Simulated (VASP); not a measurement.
PtBr2: single point with LDA

Crystal: PtBr2.

```
CELL_PARAMETERS angstrom
2.02759 1.17063 6.13018
-2.02759 1.17063 6.13018
0.00000 -2.34126 6.13018
ATOMIC_POSITIONS crystal
Pt 0.00000 0.00000 0.00000
Br 0.25200 0.25200 0.25200
Br 0.74800 0.74800 0.74800
```

The cell was built by a generator and needn't be a form met in nature.

| Property | Result |
| --- | --- |
| Program | VASP 6.6.1 |
| Task | single point |
| Functional | LDA |
| Potentials or basis | VASP PAW LDA potentials, release 64 (Pt, Br) |
| Cutoff | 520 eV |
| k mesh | 6 × 6 × 6 |
| Occupations | gaussian, width 0.05 eV |
| Spin | collinear spin, ferromagnetic start |
| Starting moments | [0.5, 0.0, 0.0] μB |
| Further INCAR settings | ALGO = Normal; EDIFF = 1e-06 |

| Item | Value |
| --- | --- |
| Pressure | -9.3 GPa |
| Largest force | 1.316 eV/Å |
| Band gap on the k mesh | none (metal or under the smearing width) |
| Net moment | 1.74 μB per cell |
| Site moments | Pt +0.98; Br +0.27 μB |
| Valence electrons inside the program's atomic spheres | Pt 8.79; Br 4.73 |

Forces on the atoms (eV/Å):
```
Pt   0.000  0.000  0.000
Br   0.000  0.000  1.316
Br   0.000  0.000 -1.316
```

Stress tensor (GPa, compression positive):
```
-9.68  0.00  0.00
 0.00 -9.68  0.00
 0.00  0.00 -8.47
```

Levels at points of the mesh, in eV from the Fermi level:
Spin up:
| k point | band 9 | band 10 | band 11 | band 12 | band 13 | band 14 | band 15 | band 16 |
| --- | --- | --- | --- | --- | --- | --- | --- | --- |
| (0.00, 0.00, 0.00) | -2.28 | -1.86 | -1.81 | -0.02 | -0.02 | 1.30 | 4.07 | 7.07 |
| (0.50, 0.00, 0.00) | -2.25 | -1.93 | -1.82 | -0.38 | -0.16 | 2.97 | 5.27 | 7.21 |
| (0.50, 0.50, 0.00) | -2.35 | -1.93 | -1.81 | 0.04 | 0.08 | 2.20 | 4.48 | 7.44 |
| (0.50, 0.50, 0.50) | -2.29 | -2.29 | -1.87 | 0.09 | 0.09 | 2.74 | 4.13 | 7.49 |
Spin down:
```
           k point  band 7  band 8  band 9  band 10  band 11  band 12  band 13  band 14  band 15  band 16
(0.00, 0.00, 0.00)   -2.02   -1.87   -1.87    -1.60    -1.44     0.52     0.52     1.52     4.19     7.24
(0.50, 0.00, 0.00)   -3.01   -2.82   -1.82    -1.51    -1.42     0.21     0.39     3.26     5.42     7.37
(0.50, 0.50, 0.00)   -3.05   -2.57   -1.94    -1.50    -1.42     0.60     0.63     2.46     4.60     7.61
(0.50, 0.50, 0.50)   -2.17   -2.17   -1.86    -1.86    -1.51     0.62     0.62     3.00     4.26     7.66
```

It took 5.9 min on 1 thread of Intel(R) Xeon(R) Platinum 8488C (Sapphire Rapids), on a shared host, peak memory 0.34 GiB.

Caveat: forces of over 1 eV/Å show positions far from the minimum, so gaps and moduli don't describe the material at rest. The run has no spin-orbit coupling, so splittings on Pt are missing.
